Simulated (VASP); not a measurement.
Here is the system:

```
CELL_PARAMETERS angstrom
      4.35940     0.00000     0.00000
      0.00000     4.35940     0.00000
      0.00000     0.00000     4.35940
ATOMIC_POSITIONS crystal
  Cu 0.75000 0.25000 0.75000
  Cu 0.25000 0.75000 0.75000
  Cu 0.75000 0.75000 0.25000
  Cu 0.25000 0.25000 0.25000
  O  0.00000 0.00000 0.00000
  O  0.50000 0.50000 0.50000
```

These are PBE GGA with D3 dispersion (zero damping), VASP's PBE PAW potentials (set 64) (plane waves; VASP 6.6.1) values and carry that method's errors. Run with 520 eV cut-off, 5×5×5 Γ-centred mesh, Gaussian smearing of 0.050 eV, potentials Cu O.

### Question
Estimate the energy per atom (σ→0), pressure, band gap (on the k-mesh) with the smallest direct gap where there is one.

### Answer

The band gap (on the k-mesh) is 0.39 eV. The smallest direct gap (on the k-mesh) is 0.39 eV, the energy per atom (σ→0) is -4.772 eV/atom and the pressure is -5.90 GPa.

Total energies compare only between runs with the same potentials, cut-off and functional.

The compound is Cu2O in the cuprite structure. This cell is one point of a volume scan, at 1.06 of the reference volume.
